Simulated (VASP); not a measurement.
Data:

```yaml
crystal:
  lattice:
    - [0.00000, 2.30520, 2.30520]
    - [2.30520, 0.00000, 2.30520]
    - [2.30520, 2.30520, 0.00000]
  atoms:
    - { symbol: Ga, position: [0.00000, 0.00000, 0.00000] }
    - { symbol: N, position: [0.25000, 0.25000, 0.25000] }
```

All values below come from PBE GGA, VASP's PBE PAW potentials (set 64) (plane waves; VASP). Run with 520 eV cut-off, 10×10×10 Γ-centred mesh, Gaussian smearing of 0.050 eV, potentials Ga_d N.

Gaps are read on the run's mesh, which can miss a band edge.

Question: Estimate the energy per atom (σ→0), pressure, band gap (on the k-mesh) with the smallest direct gap where there is one.

Answer: 
```yaml
band gap (on the k-mesh): 1.29 eV
smallest direct gap (on the k-mesh): 1.29 eV
energy per atom (σ→0): -6067 meV/atom
pressure: -6.22 GPa
```

The compound is GaN in the zinc blende structure, a metastable form; wurtzite is the usual one. The cell was not relaxed at this level. The run is one of a series of settings (KPOINTS 10×10×10 Γ-centred mesh against the base run), some of them coarse on purpose.
